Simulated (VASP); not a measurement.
All values below come from PBE GGA, VASP's PBE PAW potentials (set 64) (plane waves; VASP).

VASP input:

**KPOINTS**
```
Regular mesh
0
Gamma
 5 5 5
```

### INCAR
```
ALGO = Normal
EDIFF = 1E-6
EDIFFG = -0.02
ENCUT = 480
GGA = PE
IBRION = 2
ISIF = 3
ISMEAR = 0
LASPH = .TRUE.
LCHARG = .FALSE.
LMAXMIX = 4
LREAL = .FALSE.
LWAVE = .FALSE.
NELM = 100
NSW = 60
PREC = Accurate
SIGMA = 0.05
SYSTEM = SrTiO3
```

POSCAR:
```
SrTiO3
1.0
  3.9460781430   0.0000000000   0.0000000000
  0.0000000000   3.9460781430   0.0000000000
  0.0000000000   0.0000000000   3.9460781430
Sr Ti O
1 1 3
direct
  0.0000000000   0.0000000000   0.0000000000
  0.5000000000   0.5000000000   0.5000000000
  0.5000000000   0.0000000000   0.5000000000
  0.0000000000   0.5000000000   0.5000000000
  0.5000000000   0.5000000000   0.0000000000
```

POTCAR, in this order: Sr_sv Ti O (PBE.64 set). Program: vasp_std.

Q: What does the run give for the energy per atom (σ→0)?

A: 
```json
{
  "energy per atom (σ→0)": "-7936 meV/atom"
}
```

OSZICAR:
```
...
DAV:   9    -0.396866833175E+02    0.31421E-01   -0.23782E-01   516   0.410E+00    0.534E-01
DAV:  10    -0.396845579132E+02    0.21254E-02   -0.40730E-02   544   0.138E+00    0.637E-01
DAV:  11    -0.396823879958E+02    0.21699E-02   -0.19383E-02   436   0.149E+00    0.207E-01
DAV:  12    -0.396820263235E+02    0.36167E-03   -0.24573E-03   488   0.415E-01    0.632E-02
DAV:  13    -0.396819961878E+02    0.30136E-04   -0.26567E-04   492   0.167E-01    0.182E-02
DAV:  14    -0.396819927827E+02    0.34051E-05   -0.38617E-05   480   0.547E-02    0.761E-03
DAV:  15    -0.396819932298E+02   -0.44708E-06   -0.33509E-06   420   0.122E-02
   1 F= -.39681993E+02 E0= -.39681993E+02  d E =-.396820E+02
```

The compound is SrTiO3 in the cubic perovskite structure, the ideal cubic form; the compound distorts at low or room temperature. It was relaxed first. The start is the result of an earlier pass.
